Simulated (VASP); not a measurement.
# A point defect in a supercell of TiAl3, part 3 of 4

Aim: the formation energy and local structure of a point defect in TiAl3. The start is a computed cell from the Materials Project.

VASP 6.6.1, plane waves and PAW; the level of theory is named at each step.

So far. Step 4 (Relaxing the atoms): The start already met the threshold, so nothing moved, which says little where the restoring forces are soft. Step 4 (Relaxing the atoms): Energy at zero smearing: -6.16137 eV.

## Step 5: Reference Al

This step: r2SCAN; plane waves and PAW (Al) (VASP 6.6.1).

System of this step: Al. Symmetry: Fm-3m, No. 225, cubic system. Conventional cell: a = 4.050 Å, b = 4.050 Å, c = 4.050 Å, α = 90.00°, β = 90.00°, γ = 90.00°. Al has 12 Al at 2.86 Å nearest.

Al is not exchanged here; its energy serves the host's formation enthalpy.

Contents of INCAR:

```
SYSTEM = Al
PREC = Normal
ENCUT = 400
EDIFF = 1E-05
NELM = 120
ISMEAR = 1
SIGMA = 0.1
LREAL = Auto
ALGO = Normal
METAGGA = R2SCAN
LASPH = .TRUE.
NBANDS = 7
LORBIT = 11
LWAVE = .FALSE.
LCHARG = .FALSE.
KPAR = 4
IBRION = 2
NSW = 25
ISIF = 3
EDIFFG = -0.02
POTIM = 0.4
```

Contents of POSCAR:

```
Al
1.0
    0.0000000000      2.0250000000      2.0250000000
    2.0250000000      0.0000000000      2.0250000000
    2.0250000000      2.0250000000      0.0000000000
Al
1
Direct
    0.0000000000      0.0000000000      0.0000000000
```

Contents of KPOINTS:

```
Automatic mesh
0
Gamma
11 11 11
0 0 0
```

Potentials, in the order of the species: Al (PBE family, release 64).

On the command line:

```
$ mpirun -np 4 vasp_std
```

What it wrote:

```text
[banner, memory and clock lines left out]
running    4 mpi-ranks, on    1 nodes
 distrk:  each k-point on    1 cores,    4 groups
 distr:  one band on    1 cores,    1 groups

 POSCAR found type information on POSCAR Al
 POSCAR found :  1 types and       1 ions
 [... a notice as in an earlier step ...]

 [... a notice as in an earlier step ...]

 LDA part: xc-table for (None), standard interpolation
 POSCAR, INCAR and KPOINTS ok, starting setup
 FFT: planning ... GRIDC
 FFT: planning ... GRID_SOFT
 FFT: planning ... GRID
 WAVECAR not read
 entering main loop
       N       E                     dE             d eps       ncg     rms          rms(c)
DAV:   1    -0.593064427638E+01   -0.59306E+01   -0.75902E+02   833   0.184E+02
DAV:   2    -0.691795318294E+01   -0.98731E+00   -0.98317E+00  1120   0.188E+01
DAV:   3    -0.692426245092E+01   -0.63093E-02   -0.62150E-02  1029   0.153E+00
DAV:   4    -0.692427839371E+01   -0.15943E-04   -0.15942E-04  1239   0.671E-02
DAV:   5    -0.692427845581E+01   -0.62099E-07   -0.62438E-07  1064   0.273E-03    0.296E+00
DAV:   6    -0.673473777620E+01    0.18954E+00   -0.63603E-02   833   0.110E+00    0.181E+00
DAV:   7    -0.673585682420E+01   -0.11190E-02   -0.51225E-03  1022   0.721E-01    0.431E-01
DAV:   8    -0.673583575377E+01    0.21070E-04   -0.50379E-05  1127   0.723E-02    0.767E-02
DAV:   9    -0.673575897711E+01    0.76777E-04   -0.29719E-05  1099   0.442E-02    0.339E-02
DAV:  10    -0.673577019089E+01   -0.11214E-04   -0.41363E-07   644   0.435E-03    0.376E-03
DAV:  11    -0.673577020200E+01   -0.11108E-07   -0.10449E-08   518   0.794E-04
   1 F= -.67357702E+01 E0= -.67355426E+01  d E =-.673577E+01
 curvature:   0.00 expect dE= 0.000E+00 dE for cont linesearch  0.000E+00
 trial: gam= 0.00000 g(F)=  0.921E-63 g(S)=  0.175E-01 ort = 0.000E+00 (trialstep = 0.100E+01)
 search vector abs. value=  0.175E-01
 bond charge predicted
       N       E                     dE             d eps       ncg     rms          rms(c)
DAV:   1    -0.674374656134E+01   -0.79764E-02   -0.84442E-02   987   0.141E+00    0.400E-01
DAV:   2    -0.674447321711E+01   -0.72666E-03   -0.11366E-03  1085   0.229E-01    0.100E-01
DAV:   3    -0.674446614262E+01    0.70745E-05   -0.28097E-05   987   0.448E-02
   2 F= -.67444661E+01 E0= -.67443019E+01  d E =-.869594E-02
 trial-energy change:   -0.008696  1 .order   -0.008425   -0.017453    0.000603
 step:   0.9693(harm=  0.9666)  dis= 0.00000  next Energy=    -6.744475 (dE=-0.871E-02)
 reached required accuracy - stopping structural energy minimisation
```

Wall time 6.6 s (4 MPI ranks of AMD EPYC 7R43, shared host); peak memory 0.28 GiB; 24 s of CPU time.

Parts of OUTCAR (step 5):

```text
   k-points           NKPTS =     56   k-points in BZ     NKDIM =     56   number of bands    NBANDS=      7

   ENCUT  =  400.0 eV  29.40 Ry    5.42 a.u.   4.67  4.67  4.67*2*pi/ulx,y,z

   NELECT =       3.0000    total number of electrons

 E-fermi :   8.4243

 k-point     1 :       0.0000    0.0000    0.0000
  band No.  band energies     occupation
      1      -3.6931      2.00000
      2      21.9799      0.00000
      3      21.9799      0.00000
      4      21.9799      0.00000
      5      24.1947      0.00000
      6      24.1947      0.00000
    ...

  Total        0.0134228      0.0134228      0.0134228     -0.0000000     -0.0000000      0.0000000
  in kB        1.3549337      1.3549337      1.3549337     -0.0000000     -0.0000000      0.0000000
  external PRESSURE =       1.3549337 kB  Pullay stress =       0.0000000 kB

 POSITION                                       TOTAL-FORCE (eV/Angst)
 -----------------------------------------------------------------------------------
      1.99466      1.99466      0.00000         0.000000      0.000000      0.000000
 -----------------------------------------------------------------------------------
    total drift:                               -0.000000     -0.000000     -0.000000

  FREE ENERGIE OF THE ION-ELECTRON SYSTEM (eV)
  ---------------------------------------------------
  free  energy   TOTEN  =        -6.7444661426 eV

  energy  without entropy=       -6.7439733965  energy(sigma->0) =       -6.74430189

[... 1 part as in an earlier step ...]

[... 15 further parts left out ...]
```

CONTCAR:

```
Al
   1.00000000000000
    -0.0000000000000000    1.9946567717778081    1.9946567717778081
     1.9946567717778081   -0.0000000000000000    1.9946567717778081
     1.9946567717778081    1.9946567717778081    0.0000000000000000
  Al
     1
Direct
     0.0000000000000000    0.0000000000000000    1.0000000000000000
```

The k-mesh is coarse for a metal. The run keeps the 48 symmetry operations of its start, so it cannot find a distortion of lower symmetry.

The steps of the relaxation:

```
step  energy less that of the first step (eV)  largest force (eV/Å)  pressure (GPa)  volume (Å³)
   1                                   0.0000                0.0000           -3.75        16.61
   2                                  -0.0087                0.0000            0.14        15.87
```

```
conventional cell, symmetrised  before  after  change
                         a (Å)   4.050  3.989  -1.5 %
                         b (Å)   4.050  3.989  -1.5 %
                         c (Å)   4.050  3.989  -1.5 %
              volume (Å³/atom)   16.61  15.87  -4.4 %
```

Final coordinates:

```
Al
1.0
     0.00000    1.99466    1.99466
     1.99466    0.00000    1.99466
     1.99466    1.99466    0.00000
Al
1
Direct
  0.00000 0.00000 0.00000
```

Numbers from this step:

| Item | Value |
| --- | --- |
| electronic cycles | 14 |
| electrons | 3 |
| free energy (TOTEN) | -6.744 eV |
| energy at zero smearing | -6.744 eV |
| Fermi energy | 8.424 eV |

The run ended after 2 ionic steps, 0.009 eV below its first step, once forces and stress met EDIFFG = -0.02.

Energy at zero smearing: -6.74430 eV.

## Step 6: Reference Ti

This step: r2SCAN; plane waves and PAW (Ti) (VASP 6.6.1).

System of this step: Ti. It takes space group P6_3/mmc (No. 194, hexagonal). The conventional cell has a = 2.950 Å, b = 2.950 Å, c = 4.685 Å, α = 90.00°, β = 90.00°, γ = 120.00°. Nearest to Ti lie 12 Ti at 2.90 to 2.95 Å.

Ti is not exchanged here; its energy serves the host's formation enthalpy.

INCAR: that of step 5 with these lines changed.

```diff
@@ -1,2 +1,2 @@
-SYSTEM = Al
+SYSTEM = Ti
 PREC = Normal
@@ -11,3 +11,3 @@
 LASPH = .TRUE.
-NBANDS = 7
+NBANDS = 10
 LORBIT = 11
```

Contents of POSCAR:

```
Ti
1.0
    2.9500000000      0.0000000000      0.0000000000
   -1.4750000000      2.5547749412      0.0000000000
    0.0000000000      0.0000000000      4.6846000000
Ti
2
Direct
    0.0000000000      0.0000000000      0.0000000000
    0.3333333333      0.6666666667      0.5000000000
```

Contents of KPOINTS:

```
Automatic mesh
0
Gamma
10 10 6
0 0 0
```

Potentials, in the order of the species: Ti (PBE family, release 64).

On the command line:

```
$ mpirun -np 4 vasp_std
```

What it wrote:

```text
[banner, memory and clock lines left out]
running    4 mpi-ranks, on    1 nodes
 distrk:  each k-point on    1 cores,    4 groups
 distr:  one band on    1 cores,    1 groups

 POSCAR found type information on POSCAR Ti
 POSCAR found :  1 types and       2 ions
 [... a notice as in an earlier step ...]

 [... a notice as in an earlier step ...]

 LDA part: xc-table for (None), standard interpolation
 POSCAR, INCAR and KPOINTS ok, starting setup
 FFT: planning ... GRIDC
 FFT: planning ... GRID_SOFT
 FFT: planning ... GRID
 WAVECAR not read
 entering main loop
       N       E                     dE             d eps       ncg     rms          rms(c)
DAV:   1     0.574463632407E+00    0.57446E+00   -0.28798E+03  1120   0.603E+02
DAV:   2    -0.262915660038E+02   -0.26866E+02   -0.25839E+02  1130   0.105E+02
DAV:   3    -0.273414082618E+02   -0.10498E+01   -0.10238E+01  1556   0.233E+01
DAV:   4    -0.273538799301E+02   -0.12472E-01   -0.12451E-01  1406   0.221E+00
DAV:   5    -0.273539197240E+02   -0.39794E-04   -0.39789E-04  1354   0.107E-01    0.147E+01
DAV:   6    -0.260084424280E+02    0.13455E+01   -0.32398E+00  1130   0.172E+01    0.468E+00
DAV:   7    -0.257299689001E+02    0.27847E+00   -0.15683E+00  1206   0.110E+01    0.108E+00
DAV:   8    -0.257195358686E+02    0.10433E-01   -0.72104E-02  1164   0.256E+00    0.456E-01
DAV:   9    -0.257159915045E+02    0.35444E-02   -0.19662E-02  1222   0.114E+00    0.732E-02
DAV:  10    -0.257158865092E+02    0.10500E-03   -0.30851E-04  1414   0.168E-01    0.200E-02
DAV:  11    -0.257158620403E+02    0.24469E-04   -0.24308E-05  1094   0.390E-02    0.336E-03
DAV:  12    -0.257158607835E+02    0.12568E-05   -0.16531E-06   560   0.101E-02
   1 F= -.25715861E+02 E0= -.25715766E+02  d E =-.257159E+02
 curvature:   0.00 expect dE= 0.000E+00 dE for cont linesearch  0.000E+00
 trial: gam= 0.00000 g(F)=  0.139E-42 g(S)=  0.513E-01 ort = 0.000E+00 (trialstep = 0.100E+01)
 search vector abs. value=  0.513E-01
 bond charge predicted
       N       E                     dE             d eps       ncg     rms          rms(c)
DAV:   1    -0.257356404694E+02   -0.19778E-01   -0.11685E+00  1120   0.112E+01    0.160E+00
DAV:   2    -0.257305713251E+02    0.50691E-02   -0.18262E-02  1120   0.112E+00    0.725E-01
DAV:   3    -0.257282180293E+02    0.23533E-02   -0.78421E-03  1204   0.638E-01    0.860E-02
DAV:   4    -0.257280834882E+02    0.13454E-03   -0.93066E-04  1120   0.315E-01    0.719E-02
DAV:   5    -0.257280854894E+02   -0.20012E-05   -0.74195E-05  1182   0.616E-02
   2 F= -.25728085E+02 E0= -.25727796E+02  d E =-.122247E-01
[...]
3 F= -.25733139E+02 E0= -.25732939E+02  d E =-.172780E-01
[...]
4 F= -.25733129E+02 E0= -.25732931E+02  d E =-.172684E-01
[...]
5 F= -.25733222E+02 E0= -.25733000E+02  d E =-.926124E-04
 trial-energy change:   -0.000093  1 .order   -0.000094   -0.000120   -0.000067
 step:   2.0987(harm=  2.0987)  dis= 0.00000  next Energy=   -25.733265 (dE=-0.136E-03)
 bond charge predicted
       N       E                     dE             d eps       ncg     rms          rms(c)
DAV:   1    -0.257332500164E+02   -0.23136E-04   -0.31347E-03  1120   0.353E-01    0.211E-02
DAV:   2    -0.257332421551E+02    0.78613E-05   -0.21034E-05  1444   0.346E-02
   6 F= -.25733242E+02 E0= -.25732982E+02  d E =-.112960E-03
 curvature:  -1.03 expect dE=-0.283E-04 dE for cont linesearch -0.348E-05
 trial: gam=-0.08391 g(F)=  0.234E-44 g(S)=  0.275E-04 ort = 0.207E-04 (trialstep = 0.116E+01)
 search vector abs. value=  0.249E-04
 reached required accuracy - stopping structural energy minimisation
```

The job ended after 35 s (4 MPI ranks; peak memory 0.35 GiB).

From OUTCAR (step 6):

```text
   k-points           NKPTS =     56   k-points in BZ     NKDIM =     56   number of bands    NBANDS=     10

   ENCUT  =  400.0 eV  29.40 Ry    5.42 a.u.   4.81  4.81  7.64*2*pi/ulx,y,z

   NELECT =       8.0000    total number of electrons

 E-fermi :   3.1758

 k-point     1 :       0.0000    0.0000    0.0000
  band No.  band energies     occupation
      1      -3.3792      2.00000
      2       0.3370      2.00000
      3       3.8615     -0.00000
      4       4.0391     -0.00000
      5       4.0391     -0.00000
      6       4.1688     -0.00000
      7       4.5784     -0.00000
    ...

  Total       -0.0145706     -0.0145706     -0.0316229      0.0000000      0.0000000      0.0000000
  in kB       -0.6848106     -0.6848106     -1.4862663      0.0000000      0.0000000      0.0000000
  external PRESSURE =      -0.9519625 kB  Pullay stress =       0.0000000 kB

 POSITION                                       TOTAL-FORCE (eV/Angst)
 -----------------------------------------------------------------------------------
      0.00000      0.00000      0.00000         0.000000     -0.000000      0.000000
     -0.00000      1.68673      2.30590        -0.000000      0.000000     -0.000000
 -----------------------------------------------------------------------------------
    total drift:                                0.000007     -0.000004     -0.000000

  FREE ENERGIE OF THE ION-ELECTRON SYSTEM (eV)
  ---------------------------------------------------
  free  energy   TOTEN  =       -25.7332421551 eV

  energy  without entropy=      -25.7324620420  energy(sigma->0) =      -25.73298212

[... 1 part as in an earlier step ...]

[... 15 further parts left out ...]
```

CONTCAR:

```
Ti
   1.00000000000000
     2.9215082295520038   -0.0000000000000000   -0.0000000000000000
    -1.4607541147760019    2.5301003441921974   -0.0000000000000000
    -0.0000000000000000    0.0000000000000000    4.6118086441409325
  Ti
     2
Direct
     0.0000000000000000    0.0000000000000000    0.0000000000000000
     0.3333333332999970    0.6666666667000030    0.5000000000000000
```

The run keeps the 24 symmetry operations of its start, so it cannot find a distortion of lower symmetry.

Relaxation path:

```
step  energy less that of the first step (eV)  largest force (eV/Å)  pressure (GPa)  volume (Å³)
   1                                   0.0000                0.0000           -4.26        35.31
   2                                  -0.0122                0.0000            2.47        33.42
   3                                  -0.0173                0.0000            0.03        34.06
   4                                  -0.0173                0.0000           -0.07        34.09
   5                                  -0.0174                0.0000           -0.09        34.09
   6                                  -0.0174                0.0000           -0.10        34.09
```

```
conventional cell, symmetrised  before  after  change
                         a (Å)   2.950  2.922  -1.0 %
                         b (Å)   2.950  2.922  -1.0 %
                         c (Å)   4.685  4.612  -1.6 %
              volume (Å³/atom)   17.65  17.04  -3.4 %
```

The relaxed structure:

```
Ti
1.0
     2.92151    0.00000    0.00000
    -1.46075    2.53010    0.00000
     0.00000    0.00000    4.61181
Ti
2
Direct
  0.00000 0.00000 0.00000
  0.33333 0.66667 0.50000
```

This step gave:

- electronic cycles: 28
- electrons: 8
- free energy (TOTEN): -25.73 eV
- energy at zero smearing: -25.73 eV
- Fermi energy: 3.176 eV

The run ended after 6 ionic steps, 0.017 eV below its first step, once forces and stress met EDIFFG = -0.02.

Energy at zero smearing: -25.73298 eV.

[end of part 3 of 4]

[Lines on the potential files, build, host, timing and source positions are cut from VASP's logs without a mark.]

[Logs are printed without paths, hosts, clocks, repeated set-up lines and the standing remarks that a program may print on its own settings, such as how far it seeks lower states.]

[Hosts, paths, dates, database ids (printed as entryN), source tags and the programs' standing remarks are cut or masked in the printed files.]

[In band tables of VASP the shares of atoms and orbitals are scaled to a sum of 1 inside the atoms' spheres.]

[Runs that stopped without an error message from VASP are left out.]
